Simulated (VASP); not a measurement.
Data:

```
Ga
1.0
    2.25995    -3.88005     0.00000
    2.25995     3.88005     0.00000
    0.00000     0.00000     4.63350
Ga
4
Direct
  0.15569   0.84431   0.91774
  0.34431   0.65569   0.41774
  0.65569   0.34431   0.58226
  0.84431   0.15569   0.08226
```

All values below come from PW91 GGA, VASP's PBE PAW potentials (set 64) (plane waves; VASP 6.6.1). Run with 520 eV cut-off, Gaussian smearing of 0.050 eV, potentials Ga_d.

Task: Give the energies of bands 21 to 30 at the high-symmetry points, in eV from the Fermi level.

Result: 
```csv
band,Γ,Y,C0,Z,A0,T,S,R
21,-10.83,-9.21,-8.41,-9.08,-6.78,-7.53,-8.41,-7.10
22,-4.41,-7.14,-7.46,-9.08,-6.78,-7.53,-8.41,-7.10
23,-3.84,-4.11,-6.43,-0.27,-5.97,-5.31,-3.51,-6.15
24,-1.69,-3.06,-1.33,-0.27,-5.97,-5.31,-3.51,-6.15
25,-1.58,-2.04,-1.14,0.04,-3.49,-1.16,-1.42,-1.50
26,-0.75,-1.62,-0.32,0.04,-3.49,-1.16,-1.42,-1.50
27,0.82,1.04,-0.30,0.05,4.12,-0.80,0.58,0.43
28,0.96,1.05,0.77,0.05,4.12,-0.80,0.58,0.43
29,1.15,3.18,1.86,1.90,4.90,6.08,3.87,6.94
30,4.85,3.59,2.88,1.90,4.90,6.08,3.87,6.94
```

It has no gap at this level: it comes out as a metal or semimetal.

The compound is Ga in the alpha structure. It was relaxed first.
